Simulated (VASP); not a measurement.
Data:

```
CELL_PARAMETERS angstrom
      7.14656     0.00000     0.00000
      0.00000     7.14656     0.00000
      0.00000     0.00000     7.14656
ATOMIC_POSITIONS crystal
  C  0.50000 0.00000 0.00000
  C  0.62500 0.12500 0.12500
  C  0.75000 0.25000 0.00000
  C  0.87500 0.37500 0.12500
  C  0.75000 0.00000 0.25000
  C  0.87500 0.12500 0.37500
  C  0.00000 0.00000 0.00000
  C  0.12500 0.12500 0.12500
  C  0.25000 0.25000 0.00000
  C  0.37792 0.38136 0.12643
  C  0.50000 0.50000 0.00000
  C  0.62216 0.62562 0.13149
  C  0.75000 0.75000 0.00000
  C  0.87500 0.87500 0.12500
  C  0.25000 0.00000 0.25000
  C  0.37227 0.11994 0.38166
  C  0.49311 0.25553 0.24796
  C  0.63099 0.37361 0.37456
  C  0.74926 0.50572 0.25200
  C  0.87135 0.62747 0.37401
  C  0.50000 0.00000 0.50000
  C  0.62951 0.12693 0.63197
  C  0.75038 0.24643 0.49339
  C  0.87767 0.37215 0.62879
  C  0.75000 0.00000 0.75000
  C  0.87500 0.12500 0.87500
  C  0.00000 0.50000 0.00000
  C  0.12500 0.62500 0.12500
  C  0.25000 0.75000 0.00000
  C  0.37500 0.87500 0.12500
  C  0.00000 0.25000 0.25000
  C  0.12125 0.37912 0.37263
  C  0.24337 0.50652 0.25628
  C  0.38028 0.62782 0.37044
  C  0.50427 0.74842 0.25296
  C  0.62205 0.86934 0.37734
  C  0.00000 0.00000 0.50000
  C  0.12500 0.12500 0.62500
  C  0.24954 0.24481 0.50059
  C  0.37053 0.37374 0.62714
  C  0.61866 0.62441 0.61959
  C  0.75234 0.74523 0.50370
  C  0.87500 0.87500 0.62500
  C  0.25000 0.00000 0.75000
  C  0.37500 0.12500 0.87500
  C  0.50191 0.24640 0.75389
  C  0.61898 0.37874 0.87410
  C  0.75656 0.50381 0.74771
  C  0.87500 0.62500 0.87500
  C  0.00000 0.75000 0.25000
  C  0.12500 0.87500 0.37500
  C  0.00000 0.50000 0.50000
  C  0.13073 0.61865 0.62588
  C  0.25610 0.74468 0.49990
  C  0.37822 0.88047 0.61810
  C  0.00000 0.25000 0.75000
  C  0.12500 0.37500 0.87500
  C  0.24743 0.50185 0.74599
  C  0.37523 0.62668 0.87109
  C  0.49859 0.75340 0.74782
  C  0.62500 0.87500 0.87500
  C  0.00000 0.75000 0.75000
  C  0.12500 0.87500 0.87500
  O  0.49418 0.50123 0.50318
```

All values below come from PBE GGA, VASP's PBE PAW potentials (set 64) (plane waves; VASP 6.6.1). Numerical set-up: PREC = Normal, LREAL = Auto, ISYM = 0, EDIFF = 1E-5, 400 eV cut-off, 1×1×1 Γ-centred mesh, Gaussian smearing of 0.050 eV, potentials C O.

At this cut-off the stress carries a Pulay error, which pulls relaxed volumes low. The supercell is sampled at Γ alone, which is coarse: total energies, pressure and levels can be off, energies of defects by several tenths of an eV.

The ions are relaxed. Which structure does the run end with?

```
CELL_PARAMETERS angstrom
      7.14656     0.00000     0.00000
      0.00000     7.14656     0.00000
      0.00000     0.00000     7.14656
ATOMIC_POSITIONS crystal
  C  0.49994 0.99995 0.00003
  C  0.62524 0.12358 0.12358
  C  0.75003 0.25002 0.99921
  C  0.87656 0.37482 0.12353
  C  0.75005 0.99927 0.25003
  C  0.87655 0.12356 0.37487
  C  0.99996 0.00008 0.00010
  C  0.12527 0.12530 0.12535
  C  0.25004 0.25022 0.00109
  C  0.37564 0.37564 0.12623
  C  0.49993 0.50018 0.00027
  C  0.62453 0.62457 0.12600
  C  0.74985 0.75001 0.00081
  C  0.87483 0.87483 0.12519
  C  0.25007 0.00104 0.25029
  C  0.37562 0.12624 0.37572
  C  0.50171 0.24955 0.24954
  C  0.64198 0.35868 0.35851
  C  0.75089 0.49853 0.24924
  C  0.87413 0.62454 0.37550
  C  0.49992 0.00027 0.50016
  C  0.62443 0.12606 0.62454
  C  0.75078 0.24936 0.49846
  C  0.87402 0.37557 0.62449
  C  0.74977 0.00085 0.74996
  C  0.87474 0.12519 0.87479
  C  0.99993 0.50003 0.00003
  C  0.12378 0.62526 0.12402
  C  0.24987 0.75014 0.99958
  C  0.37477 0.87642 0.12392
  C  0.00096 0.25014 0.25017
  C  0.12595 0.37568 0.37576
  C  0.24971 0.50152 0.25001
  C  0.36040 0.64038 0.36126
  C  0.49866 0.75083 0.24966
  C  0.62446 0.87441 0.37554
  C  0.99996 0.99996 0.50007
  C  0.12365 0.12388 0.62534
  C  0.24956 0.24989 0.50166
  C  0.35967 0.36076 0.64090
  C  0.63775 0.63899 0.63871
  C  0.75021 0.75057 0.50120
  C  0.87590 0.87616 0.62522
  C  0.24984 0.99952 0.75021
  C  0.37472 0.12385 0.87651
  C  0.49850 0.24969 0.75082
  C  0.62439 0.37554 0.87430
  C  0.75008 0.50128 0.75043
  C  0.87588 0.62521 0.87615
  C  0.99923 0.75007 0.25017
  C  0.12364 0.87648 0.37494
  C  0.99990 0.50018 0.50017
  C  0.12549 0.62474 0.62477
  C  0.24905 0.75112 0.49901
  C  0.37523 0.87459 0.62478
  C  0.99909 0.25016 0.75006
  C  0.12351 0.37487 0.87659
  C  0.24891 0.49889 0.75126
  C  0.37523 0.62472 0.87463
  C  0.50090 0.75093 0.75091
  C  0.62503 0.87627 0.87626
  C  0.00037 0.75006 0.75010
  C  0.12498 0.87492 0.87501
  O  0.49922 0.50406 0.50297
```

How much energy does the relaxation gain?

The energy (σ→0) changes by -58.6 meV/atom, in 14 ionic steps.

| step | E(σ→0) (eV) | max force (eV/Å) | pressure (GPa) | volume (Å³) |
|---|---|---|---|---|
| 1 | -564.1223 | 7.567 | 2.43 | 365.00 |
| 2 | -559.9541 | 7.472 | 7.80 | 365.00 |
| 3 | -567.3794 | 1.884 | 2.15 | 365.00 |
| 4 | -567.6332 | 1.696 | 2.62 | 365.00 |
| 5 | -567.7954 | 0.565 | 2.32 | 365.00 |
| 6 | -567.8170 | 0.582 | 2.52 | 365.00 |
| 7 | -567.8560 | 0.208 | 2.41 | 365.00 |
| 8 | -567.8661 | 0.171 | 2.43 | 365.00 |
| 9 | -567.8673 | 0.133 | 2.43 | 365.00 |
| 10 | -567.8700 | 0.082 | 2.42 | 365.00 |
| 11 | -567.8700 | 0.071 | 2.42 | 365.00 |
| 12 | -567.8710 | 0.041 | 2.41 | 365.00 |
| 13 | -567.8710 | 0.036 | 2.41 | 365.00 |
| 14 | -567.8713 | 0.022 | 2.41 | 365.00 |

The cell is a supercell with a defect, built from C (diamond): O_C. The run is not spin-polarised, so no state with unpaired spins was tried.
